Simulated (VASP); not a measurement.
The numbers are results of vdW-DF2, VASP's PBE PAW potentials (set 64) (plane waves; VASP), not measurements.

A VASP calculation is set up with these files.

**INCAR**
```
# general
SYSTEM  =Nb
PREC    =Accurate
ENCUT   =520
LREAL   =.FALSE.
LASPH   =.TRUE.

# electronic loop
EDIFF   =1E-7
NELM    =100
ALGO    =Normal
LMAXMIX =4

# smearing
ISMEAR  =1
SIGMA   =0.1

# functional
GGA     =ML
LUSE_VDW=.TRUE.
AGGAC   =0.0
ZAB_VDW =-1.8867

# ions
ISIF    =2

# output
LWAVE   =.FALSE.
LCHARG  =.FALSE.
```

### POSCAR
```
Nb
1
   -1.6891903867     1.6891903867     1.6891903867
    1.6891903867    -1.6891903867     1.6891903867
    1.6891903867     1.6891903867    -1.6891903867
Nb
1
Direct
  0.0000000000   0.0000000000   0.0000000000
```

### KPOINTS
```
kpoints
0
gamma
 15 15 15
```

POTCAR, in this order: Nb_sv (PBE.64 set). Program: vasp_std.

The resulting files:

OSZICAR:
```
       N       E                     dE             d eps       ncg     rms          rms(c)
DAV:   1     0.119252136922E+03    0.11925E+03   -0.75442E+03  2416   0.129E+03
DAV:   2    -0.766591606892E+00   -0.12002E+03   -0.11739E+03  2576   0.446E+02
DAV:   3    -0.630651998594E+01   -0.55399E+01   -0.52743E+01  3614   0.781E+01
DAV:   4    -0.663196096310E+01   -0.32544E+00   -0.32201E+00  3316   0.179E+01
DAV:   5    -0.664686836116E+01   -0.14907E-01   -0.14885E-01  3788   0.304E+00    0.659E+00
DAV:   6    -0.634877254345E+01    0.29810E+00   -0.67156E-01  3688   0.106E+01    0.237E+00
DAV:   7    -0.632948910787E+01    0.19283E-01   -0.19347E-01  3754   0.561E+00    0.868E-01
DAV:   8    -0.633793905289E+01   -0.84499E-02   -0.13104E-02  2672   0.168E+00    0.643E-02
DAV:   9    -0.633805886287E+01   -0.11981E-03   -0.10830E-03  4300   0.364E-01    0.540E-02
DAV:  10    -0.633809497534E+01   -0.36112E-04   -0.50047E-05  2702   0.976E-02    0.203E-02
DAV:  11    -0.633808855834E+01    0.64170E-05   -0.11198E-05  3860   0.437E-02    0.531E-03
DAV:  12    -0.633808851700E+01    0.41345E-07   -0.25518E-07  2500   0.622E-03
   1 F= -.63380885E+01 E0= -.63377439E+01  d E =-.103395E-02
```

### OUTCAR
```
------------------------ aborting loop because EDIFF is reached ----------------------------------------
  FORCE on cell =-STRESS in cart. coord.  units (eV):
  Direction    XX          YY          ZZ          XY          YZ          ZX
  --------------------------------------------------------------------------------------
  Total       -0.0186157     -0.0186157     -0.0186157     -0.0000000     -0.0000000      0.0000000
  in kB       -1.5470125     -1.5470125     -1.5470125     -0.0000000     -0.0000000      0.0000000
  external PRESSURE =      -1.5470125 kB  Pullay stress =       0.0000000 kB
  volume of cell :       19.28
      direct lattice vectors                 reciprocal lattice vectors
    -1.689190387  1.689190387  1.689190387     0.000000000  0.295999790  0.295999790
     1.689190387 -1.689190387  1.689190387     0.295999790  0.000000000  0.295999790
     1.689190387  1.689190387 -1.689190387     0.295999790  0.295999790  0.000000000
 POSITION                                       TOTAL-FORCE (eV/Angst)
 -----------------------------------------------------------------------------------
      0.00000      0.00000      0.00000        -0.000000      0.000000     -0.000000
 -----------------------------------------------------------------------------------
    total drift:                               -0.000000      0.000000      0.000000
  FREE ENERGIE OF THE ION-ELECTRON SYSTEM (eV)
  ---------------------------------------------------
  free  energy   TOTEN  =        -6.3380885170 eV

  energy  without entropy=       -6.3370545704  energy(sigma->0) =       -6.33774387
```
(Selected blocks of OUTCAR.)

File OUTCAR:
```
 val. band max:       10.4800640854   @ k =  -0.3333   0.4000   0.0667

 cond. band min:      10.4869527689   @ k =  -0.4000  -0.4667   0.0667


 Fermi energy:        10.4816086835

 k-point     1 :       0.0000    0.0000    0.0000
  band No.  band energies     occupation
      1     -44.2190      2.00000
      2     -19.5892      2.00000
      3     -19.5892      2.00000
      4     -19.5892      2.00000
      5       4.7673      2.00000
      6      10.7944     -0.00009
      7      10.7945     -0.00009
      8      10.7945     -0.00009
      9      13.4741      0.00000
     10      13.4741      0.00000

 k-point     2 :       0.0667    0.0000    0.0000
  band No.  band energies     occupation
      1     -44.2113      2.00000
      2     -19.6388      2.00000
      3     -19.6045      2.00000
      4     -19.5895      2.00000
      5       4.9369      2.00000
      6      10.6947     -0.01022
      7      10.7719     -0.00032
      8      10.9534     -0.00000
      9      13.3263      0.00000
     10      13.4759      0.00000

 k-point     3 :       0.1333    0.0000    0.0000
  band No.  band energies     occupation
      1     -44.1893      2.00000
      2     -19.7774      2.00000
      3     -19.6477      2.00000
      4     -19.5904      2.00000
      5       5.4158      2.00000
      6      10.4271      1.78762
      7      10.6681     -0.02413
      8      11.4218     -0.00000
      9      13.0486      0.00000
     10      13.4915      0.00000

 k-point     4 :       0.2000    0.0000    0.0000
  band No.  band energies     occupation
      1     -44.1567      2.00000
      2     -19.9771      2.00000
      3     -19.7107      2.00000
      4     -19.5917      2.00000
      5       6.1001      2.00000
      6      10.0652      2.00000
      7      10.4680      1.22833
      8      12.1719     -0.00000
      9      12.9282      0.00000
     10      13.5425      0.00000

 k-point     5 :       0.2667    0.0000    0.0000
...
```

The compound is Nb in the bcc structure. It was relaxed first, which changed the volume by +7 %.
